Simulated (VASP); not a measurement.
An input for Quantum ESPRESSO's pw.x (written as the equivalent of a VASP run, and not itself run):

```
&CONTROL
  calculation = 'vc-relax'
  pseudo_dir = './pseudo'
  outdir = './out'
  tprnfor = .true.
  tstress = .true.
  nstep = 30
  forc_conv_thr = 0.00039
/
&SYSTEM
  ibrav = 0
  nat = 3
  ntyp = 2
  ecutwfc = 86
  occupations = 'smearing'
  smearing = 'gaussian'
  degauss = 0.003675
  input_dft = 'revpbe'
/
&ELECTRONS
  conv_thr = 7.3e-09
  electron_maxstep = 100
/
&IONS
/
&CELL
  cell_dofree = 'shape'
/
ATOMIC_SPECIES
  Sn 118.710 Sn.upf
  Se 78.971 Se.upf
CELL_PARAMETERS angstrom
     1.9901123   -3.4469759    0.0000000
     1.9901123    3.4469759    0.0000000
     0.0000000    0.0000000    9.1673426
ATOMIC_POSITIONS crystal
  Sn   0.0000000  0.0000000  0.0000000
  Se   0.3333330  0.6666670  0.1774488
  Se   0.6666670  0.3333330  0.8225512
K_POINTS automatic
  7 7 3 0 0 0
```

Question: Write the VASP files for the same calculation (revPBE).

Answer: This is not unique; one that fits is 
File KPOINTS:
```
Automatic mesh
0
Gamma
7 7 3
0 0 0
```

### INCAR
```
! general
SYSTEM  = SnSe2
PREC    = Accurate
ENCUT   = 520
LREAL   = F
LASPH   = T

! electronic loop
EDIFF   = 1E-7
NELM    = 100
ALGO    = Normal
LMAXMIX = 4

! smearing
ISMEAR  = 0
SIGMA   = 0.05

! functional
GGA     = RE

! ions
IBRION  = 2
NSW     = 30
ISIF    = 4
EDIFFG  = -0.01

! output
LWAVE   = F
LCHARG  = F
```

**POSCAR**
```
SnSe2
1.0
  1.9901123345  -3.4469759067   0.0000000000
  1.9901123345   3.4469759067   0.0000000000
  0.0000000000   0.0000000000   9.1673425888
Sn Se
1 2
Cartesian
  0.0000000000   0.0000000000   0.0000000000
  1.9901123345   1.1489942669   1.6267335749
  1.9901123345  -1.1489942669   7.5406090139
```

POTCAR, in this order: Sn_d Se (PBE.64 set). Program: vasp_std.

What does not carry over: the potentials are each code's own (VASP's PAW set, PseudoDojo norm-conserving files in pw.x), so ENCUT and ecutwfc are chosen apart and not converted; conv_thr bounds pw.x's estimated SCF error, while EDIFF bounds the energy change between steps; forc_conv_thr acts on force components and is met together with etot_conv_thr.

The cell is a sheet with vacuum, built from a generated structure.
